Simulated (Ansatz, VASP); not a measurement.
# Hf (Hf(0001), 4 layers): VASP beside Ansatz, part 2 of 2

One calculation is typed for both programs; each brings its own data sets. How far apart do they land? The structure shown is the start of the Ansatz relaxation below; VASP solves that cell, so the two are compared at the walk's first step.

VASP 6.6.1 and Ansatz 0.2.0.

So far: The structure; Ansatz: relaxation, PBE; VASP: single point, PBE, start cell.

### 3. VASP: single point, PBE, start cell (continued)

Level of this step: PBE; plane waves and PAW (Hf_pv) (VASP).

Numbers of over 12 decimals in the logs are rounded to 6 here.

OUTCAR, selected parts (step 3):

```text
ion  position               nearest neighbor table
   1  0.667  0.667  0.332-   2 3.13   2 3.13   2 3.13
   2  1.000  0.000  0.444-   3 3.13   1 3.13   3 3.13   1 3.13   3 3.13   1 3.13
   3  0.667  0.667  0.556-   2 3.13   4 3.13   2 3.13   4 3.13   2 3.13   4 3.13
   4  1.000  0.000  0.668-   3 3.13   3 3.13   3 3.13

  LATTYP: Found a hexagonal cell.
 ALAT       =     3.2000000000
 C/A-ratio  =     7.0605000000

 Subroutine GETGRP returns: Found 12 space group operations
 (whereof  6 operations were pure point group operations)

The static configuration has the point symmetry C_3v.
 The point group associated with its full space group is D_3d.

 Found     19 irreducible k-points:

   k-points           NKPTS =     19   k-points in BZ     NKDIM =     19   number of bands    NBANDS=     26

   dimension x,y,z NGX =    24 NGY =   24 NGZ =  150
   dimension x,y,z NGXF=    48 NGYF=   48 NGZF=  300

   ENCUT  =  400.0 eV  29.40 Ry    5.42 a.u.   5.22  5.22 36.84*2*pi/ulx,y,z

   NELECT =      40.0000    total number of electrons

 k-points in reciprocal lattice and weights: Automatic mesh
   0.00000000  0.00000000  0.00000000       0.007
   0.08333333  0.00000000  0.00000000       0.042
   0.16666667  0.00000000  0.00000000       0.042
   0.25000000 -0.00000000  0.00000000       0.042
   0.33333333 -0.00000000  0.00000000       0.042
   0.41666667  0.00000000  0.00000000       0.042
   0.50000000 -0.00000000  0.00000000       0.021
   0.16666667  0.08333333  0.00000000       0.042
   0.25000000  0.08333333  0.00000000       0.083
[...]
-0.41666667  0.25000000  0.00000000       0.083
  -0.33333333  0.33333333  0.00000000       0.014

 dipolmoment           0.000000      0.000000     -0.000000 electrons x Angstroem

 average (electrostatic) potential at core
       1 -42.7739       2 -42.2776       3 -42.2776       4 -42.7739

 E-fermi :  -0.0891

 k-point     1 :       0.0000    0.0000    0.0000
  band No.  band energies     occupation
    ...
     14      -5.9736      2.00000
     15      -4.7621      2.00000
     16      -3.9018      2.00000
     17      -0.1950      1.48474
     18      -0.0679      0.89399
     19       0.4086      0.01369
     20       0.4558      0.00856
     21       1.0627      0.00002
     22       1.0627      0.00002
     23       1.1049      0.00001
    ...

 k-point     2 :       0.0833    0.0000    0.0000
  band No.  band energies     occupation
    ...
     14      -5.7752      2.00000
     15      -4.5597      2.00000
     16      -3.6912      2.00000
     17      -0.2463      1.65600
     18      -0.1427      1.26142
     19       0.2434      0.06943
     20       0.3602      0.02212
     21       0.7245      0.00059
     22       0.8550      0.00016
     23       1.1228      0.00001
    ...

 k-point     3 :       0.1667    0.0000    0.0000
  band No.  band energies     occupation
    ...
     15      -4.0069      2.00000
     16      -3.1190      2.00000
     17      -0.5597      1.98207
     18      -0.4569      1.95067
     19      -0.1611      1.34510
     20       0.1404      0.18299
     21       0.3410      0.02675
     22       0.4455      0.00949
     23       0.9344      0.00007
     24       1.2755      0.00000
    ...

  Total       -2.2767296     -2.2767296     -2.4154223      0.0000000      0.0000000      0.0000000
  in kB      -18.2056422    -18.2056422    -19.3146850      0.0000000      0.0000000      0.0000000
  external PRESSURE =     -18.5753231 kB  Pullay stress =       0.0000000 kB

  energy-cutoff  :      400.00
  volume of cell :      200.36
      direct lattice vectors                 reciprocal lattice vectors
     3.200000000  0.000000000  0.000000000     0.312500000 -0.180421959  0.000000000
     1.600000000  2.771281292  0.000000000     0.000000000  0.360843918  0.000000000
     0.000000000  0.000000000 22.593600000     0.000000000  0.000000000  0.044260322

 POSITION                                       TOTAL-FORCE (eV/Angst)
 -----------------------------------------------------------------------------------
      3.20000      1.84752      7.50000         0.000000      0.000000      0.588113
      3.20000      0.00000     10.03120         0.000000     -0.000000     -0.828216
      3.20000      1.84752     12.56240         0.000000      0.000000      0.828216
      3.20000      0.00000     15.09360        -0.000000      0.000000     -0.588113
 -----------------------------------------------------------------------------------
    total drift:                                0.000127     -0.000073      0.000002

  FREE ENERGIE OF THE ION-ELECTRON SYSTEM (eV)
  ---------------------------------------------------
  free  energy   TOTEN  =       -37.7504021502 eV

  energy  without entropy=      -37.5415258524  energy(sigma->0) =      -37.64596400

 vacuum level on the upper side and lower side of the slab         4.276         4.276

 total charge
# of ion       s       p       d       tot
------------------------------------------
    1        0.409   6.259   1.487   8.155
    2        0.392   6.389   1.539   8.319
    3        0.392   6.389   1.539   8.319
    4        0.409   6.259   1.487   8.155
--------------------------------------------------
tot          1.603  25.295   6.051  32.949

[... 3 further parts left out ...]
```

### 4. Differences

Known differences besides the potentials themselves: the data sets hold 104 valence electrons in Ansatz (on its default PAW (the set named soft_2) files) and 40 in VASP; the cutoff is 420 eV in Ansatz and 400 eV in VASP. Total energies have different zeros and are not compared.

Forces (eV/Å; atoms numbered as in POSCAR):

```
atom        Ansatz x, y, z          VASP x, y, z
 Hf1   0.000, 0.000, 0.553   0.000, 0.000, 0.588
 Hf2  0.000, 0.000, -0.819  0.000, 0.000, -0.828
 Hf3   0.000, 0.000, 0.819   0.000, 0.000, 0.828
 Hf4  0.000, 0.000, -0.553  0.000, 0.000, -0.588
```

The forces differ by 15 meV/Å r.m.s., which is 3.6 % of the r.m.s. force of 0.415 eV/Å (both taken over all components). With vacuum in the cell, a pressure given here is an average over mostly empty space and none of the material.

### 5. Further runs

Further runs change the set-up of one program: Ansatz's method, potentials or start, or VASP's data sets, cutoff or form of LDA. The table gives that difference for each run.

```
                                                 run  r.m.s. force difference (meV/Å)
                                            as above                               15
VASP with the data sets Hf_sv and a cutoff of 520 eV                               11
```

### 6. Summary of results

| Property | Result |
| --- | --- |
| r.m.s. force difference (single point, PBE, start cell) | 3.6 % of the r.m.s. force |

In words: The r.m.s. force difference is 3.6 % of the r.m.s. force (single point, PBE, start cell), beyond the 3 % picked in this series as the mark of a large difference. The data sets hold unlike numbers of valence electrons (104 in Ansatz and 40 in VASP), so part of the differences comes from the potentials. Single point, PBE, start cell, VASP with the data sets Hf_sv and a cutoff of 520 eV: r.m.s. force difference goes from 15 to 11 meV/Å. 1 further run of this series is not shown here. Such differences can come from data sets, numerical settings and the points named under the comparisons, not from the functional's error against experiment.

[Lines on the potential files, build, host, timing and source positions are cut from VASP's logs without a mark.]

[Logs are printed without paths, hosts, clocks, repeated set-up lines and the standing remarks that a program may print on its own settings, such as how far it seeks lower states.]

[Hosts, paths, dates, database ids (printed as entryN), source tags and the programs' standing remarks are cut or masked in the printed files.]

[Rows of further runs with another cutoff or data set may stand on the cell that Ansatz relaxed, not on the start cell of the pair above them.]
